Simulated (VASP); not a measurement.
Consider the following.

```
TiN
1.0
    0.00000     2.12439     2.12439
    2.12439     0.00000     2.12439
    2.12439     2.12439     0.00000
Ti N
1 1
Direct
  0.00000   0.00000   0.00000
  0.50000   0.50000   0.50000
```

Method: PBE GGA, VASP's PBE PAW potentials (set 64) (plane waves; VASP). Numerical set-up: 520 eV cut-off, Gaussian smearing of 0.050 eV, potentials Ti_sv N.

Give the energies of bands 6 to 11 at the high-symmetry points, in eV from the Fermi level.

```csv
band,Γ,X,U,L,W
6,-2.05,-5.83,-5.80,-8.06,-5.47
7,-2.05,-3.23,-5.71,-5.46,-5.47
8,-2.05,-3.23,-4.46,-5.46,-5.35
9,-0.62,-3.05,-0.48,1.66,0.90
10,-0.62,1.61,1.95,1.66,0.90
11,-0.62,2.35,2.28,2.32,2.35
```

It has no gap at this level: it comes out as a metal or semimetal.

The compound is TiN in the rock salt structure. It was relaxed first. The electron count is odd and the run is not spin-polarised, which forces a metal.
